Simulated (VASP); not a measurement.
A convergence study with VASP on TiO2 (rutile): a few settings are varied, all else stays as given below, so the limit is that of these other settings.

```
CELL_PARAMETERS angstrom
      4.59000     0.00000     0.00000
      0.00000     4.59000     0.00000
      0.00000     0.00000     2.96000
ATOMIC_POSITIONS crystal
  Ti 0.00000 0.00000 0.00000
  Ti 0.50000 0.50000 0.50000
  O  0.30500 0.30500 0.00000
  O  0.80500 0.19500 0.50000
  O  0.19500 0.80500 0.50000
  O  0.69500 0.69500 0.00000
```

Computed with PBEsol GGA, VASP's PBE PAW potentials (set 64) (plane waves; VASP). The last row used: 700 eV cut-off, 10×10×14 Γ-centred mesh, second-order Methfessel-Paxton smearing of 0.40 eV, potentials Ti_sv O.

Gaps are read on the run's mesh, which can miss a band edge.

| setting | E (eV/atom) | pressure (GPa) | largest force (eV/Å) | gap on the mesh (eV) | irreducible k-points |
|---|---|---|---|---|---|
| ISMEAR = -1, SIGMA = 0.01, 3×3×4 mesh | -9.3500 | -1.27 | 0.061 | 1.829 | 9 |
| ISMEAR = -1, SIGMA = 0.1, 3×3×4 mesh | -9.3500 | -1.27 | 0.061 | 1.829 | 9 |
| ISMEAR = 0, SIGMA = 0.01, 3×3×4 mesh | -9.3500 | -1.27 | 0.061 | 1.829 | 9 |
| ISMEAR = 0, SIGMA = 0.2, 3×3×4 mesh | -9.3500 | -1.27 | 0.061 | 1.829 | 9 |
| ISMEAR = 1, SIGMA = 0.05, 3×3×4 mesh | -9.3500 | -1.27 | 0.061 | 1.829 | 9 |
| ISMEAR = 1, SIGMA = 0.2, 3×3×4 mesh | -9.3500 | -1.27 | 0.061 | 1.829 | 9 |
| ISMEAR = 2, SIGMA = 0.05, 3×3×4 mesh | -9.3500 | -1.27 | 0.061 | 1.829 | 9 |
| ISMEAR = 2, SIGMA = 0.2, 3×3×4 mesh | -9.3500 | -1.27 | 0.061 | 1.829 | 9 |
| ISMEAR = -1, SIGMA = 0.01, 6×6×8 mesh | -9.3524 | -1.32 | 0.057 | 1.836 | 50 |
| ISMEAR = -1, SIGMA = 0.2, 6×6×8 mesh | -9.3519 | -1.29 | 0.059 | 1.838 | 50 |
| ISMEAR = 0, SIGMA = 0.01, 6×6×8 mesh | -9.3524 | -1.32 | 0.057 | 1.836 | 50 |
| ISMEAR = 0, SIGMA = 0.4, 6×6×8 mesh | -9.3524 | -1.32 | 0.057 | 1.836 | 50 |
| ISMEAR = 1, SIGMA = 0.05, 6×6×8 mesh | -9.3524 | -1.32 | 0.057 | 1.836 | 50 |
| ISMEAR = 1, SIGMA = 0.4, 6×6×8 mesh | [?] | [?] | 0.062 | 1.837 | 50 |
| ISMEAR = 2, SIGMA = 0.05, 6×6×8 mesh | -9.3524 | -1.32 | 0.057 | 1.836 | 50 |
| ISMEAR = 2, SIGMA = 0.4, 6×6×8 mesh | -9.3523 | -1.32 | 0.057 | 1.835 | 50 |
| ISMEAR = -1, SIGMA = 0.05, 10×10×14 mesh | -9.3524 | -1.32 | 0.057 | 1.836 | 168 |
| ISMEAR = -1, SIGMA = 0.2, 10×10×14 mesh | -9.3519 | -1.29 | 0.059 | 1.838 | 168 |
| ISMEAR = 0, SIGMA = 0.1, 10×10×14 mesh | -9.3524 | -1.32 | 0.057 | 1.836 | 168 |
| ISMEAR = 0, SIGMA = 0.4, 10×10×14 mesh | -9.3524 | -1.32 | 0.057 | 1.836 | 168 |
| ISMEAR = 1, SIGMA = 0.1, 10×10×14 mesh | -9.3524 | -1.32 | 0.057 | 1.836 | 168 |
| ISMEAR = 1, SIGMA = 0.4, 10×10×14 mesh | [?] | [?] | 0.062 | 1.837 | 168 |
| ISMEAR = 2, SIGMA = 0.1, 10×10×14 mesh | -9.3524 | -1.32 | 0.057 | 1.836 | 168 |
| ISMEAR = 2, SIGMA = 0.4, 10×10×14 mesh | -9.3523 | -1.32 | 0.057 | 1.835 | 168 |

Task: What belongs in the gaps?

Result: 
- ISMEAR = 1, SIGMA = 0.4, 6×6×8 mesh, E (eV/atom): -9.3526
- ISMEAR = 1, SIGMA = 0.4, 6×6×8 mesh, pressure (GPa): -1.35
- ISMEAR = 1, SIGMA = 0.4, 10×10×14 mesh, E (eV/atom): -9.3525
- ISMEAR = 1, SIGMA = 0.4, 10×10×14 mesh, pressure (GPa): -1.34

Left out are rungs that failed or repeat a setting and relaxations that didn't move; long series are thinned to 24 rows.

The compound is TiO2 in the rutile structure. The cell was not relaxed at this level, forces remain on its atoms.
